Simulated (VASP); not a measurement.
Data:

```
CELL_PARAMETERS angstrom
      0.00000     2.95312     2.95312
      2.95312     0.00000     2.95312
      2.95312     2.95312     0.00000
ATOMIC_POSITIONS crystal
  Mg 0.00000 0.00000 0.00000
  Te 0.50000 0.50000 0.50000
```

All values below come from PBEsol GGA, VASP's PBE PAW potentials (set 64) (plane waves; VASP). Run with 500 eV cut-off, 8×8×8 Γ-centred mesh, Gaussian smearing of 0.050 eV, potentials Mg Te.

Unless said otherwise, spin-orbit coupling is left out, though it shifts the bands of the heavy elements here.

Task: Predict the energy per atom (σ→0), band gap (on the k-mesh) with the smallest direct gap where there is one.

Result: 
* **band gap (on the k-mesh)**: 0.43 eV
* **smallest direct gap (on the k-mesh)**: 2.25 eV
* **energy per atom (σ→0)**: -3.450 eV/atom

Only differences to runs with the same potentials and settings are physical.

The structure was generated: MgTe was put into the rock salt type (Fm-3m), which need not be its known phase. It was relaxed first, which changed the volume by -6 %.
